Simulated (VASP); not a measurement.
Output of a VASP run:

### OSZICAR
```
       N       E                     dE             d eps       ncg     rms          rms(c)
DAV:   1     0.275183294214E+03    0.27518E+03   -0.19891E+04   800   0.181E+03
DAV:   2    -0.153354012105E+02   -0.29052E+03   -0.27721E+03  1048   0.414E+02
DAV:   3    -0.267165419197E+02   -0.11381E+02   -0.11354E+02   956   0.818E+01
DAV:   4    -0.270831784888E+02   -0.36664E+00   -0.36609E+00  1372   0.121E+01
DAV:   5    -0.270848616547E+02   -0.16832E-02   -0.16831E-02   924   0.883E-01    0.825E+00
DAV:   6    -0.252433585794E+02    0.18415E+01   -0.76530E+00   892   0.216E+01    0.410E+00
DAV:   7    -0.252190923571E+02    0.24266E-01   -0.24518E-01  1064   0.343E+00    0.263E+00
DAV:   8    -0.252100226692E+02    0.90697E-02   -0.62717E-02   944   0.281E+00    0.281E-01
DAV:   9    -0.252096125788E+02    0.41009E-03   -0.14231E-02  1048   0.889E-01    0.120E-01
DAV:  10    -0.252097815327E+02   -0.16895E-03   -0.11589E-03  1012   0.277E-01    0.751E-02
DAV:  11    -0.252098268268E+02   -0.45294E-04   -0.23459E-04   952   0.123E-01    0.360E-02
DAV:  12    -0.252098060977E+02    0.20729E-04   -0.11287E-04   936   0.758E-02    0.276E-03
DAV:  13    -0.252098062976E+02   -0.19993E-06   -0.16461E-06   700   0.104E-02
   1 F= -.23349177E+02 E0= -.23349177E+02  d E =-.233492E+02
```

File OUTCAR:
```
------------------------ aborting loop because EDIFF is reached ----------------------------------------
  FORCE on cell =-STRESS in cart. coord.  units (eV):
  Direction    XX          YY          ZZ          XY          YZ          ZX
  --------------------------------------------------------------------------------------
  Total        1.8253480      1.8253480      1.8253480      0.0000000     -0.0000000     -0.0000000
  in kB       49.0519119     49.0519119     49.0519119      0.0000000     -0.0000000     -0.0000000
  external PRESSURE =      -0.9480881 kB  Pullay stress =      50.0000000 kB
  volume of cell :       59.62
      direct lattice vectors                 reciprocal lattice vectors
     3.906610437  0.000000000  0.000000000     0.255976381  0.000000000  0.000000000
     0.000000000  3.906610437  0.000000000     0.000000000  0.255976381  0.000000000
     0.000000000  0.000000000  3.906610437     0.000000000  0.000000000  0.255976381
 POSITION                                       TOTAL-FORCE (eV/Angst)
 -----------------------------------------------------------------------------------
      0.00000      0.00000      0.00000         0.000000      0.000000      0.000000
      1.95331      1.95331      1.95331         0.000000      0.000000      0.000000
      1.95331      0.00000      1.95331         0.000000      0.000000      0.000000
      0.00000      1.95331      1.95331         0.000000      0.000000      0.000000
      1.95331      1.95331      0.00000         0.000000      0.000000      0.000000
 -----------------------------------------------------------------------------------
    total drift:                                0.000000     -0.000000     -0.000000
  FREE ENERGIE OF THE ION-ELECTRON SYSTEM (eV)
  ---------------------------------------------------
  free  energy   TOTEN  =       -25.2098062976 eV

  energy  without entropy=      -25.2098062976  energy(sigma->0) =      -25.20980630
  enthalpy is  TOTEN    =       -23.3491774934 eV   P V=        1.8606288043

 reached required accuracy - stopping structural energy minimisation
```
(Selected blocks of OUTCAR.)

POSCAR:
```
KMgF3
1
    3.9066104370     0.0000000000    -0.0000000000
    0.0000000000     3.9066104370     0.0000000000
    0.0000000000     0.0000000000     3.9066104370
K Mg F
1 1 3
Direct
  0.0000000000   0.0000000000   0.0000000000
  0.5000000000   0.5000000000   0.5000000000
  0.5000000000   0.0000000000   0.5000000000
  0.0000000000   0.5000000000   0.5000000000
  0.5000000000   0.5000000000   0.0000000000
```

Problem. Write an INCAR and KPOINTS that could have produced this output.

Solution. One answer among several that fit: the input of the run itself, PBEsol GGA, plane waves, VASP's PBE PAW potentials (set 64).

File KPOINTS:
```
kpoints
0
gamma
  6 6 6
```

### INCAR
```
SYSTEM  =  KMgF3
PREC  =  Accurate; ENCUT  =  620; LREAL  =  .False.
LASPH  =  .True.
EDIFF  =  1E-6; NELM  =  100; ALGO  =  Normal
ISMEAR  =  0; SIGMA  =  0.05
GGA  =  PS
IBRION  =  2; NSW  =  40; ISIF  =  3
EDIFFG  =  -0.02; PSTRESS  =  50
LWAVE  =  .False.; LCHARG  =  .False.
```

POTCAR, in this order: K_sv Mg F (PBE.64 set). Program: vasp_std.

The compound is KMgF3 in the cubic perovskite structure. It was relaxed first under an external pressure of 5 GPa.
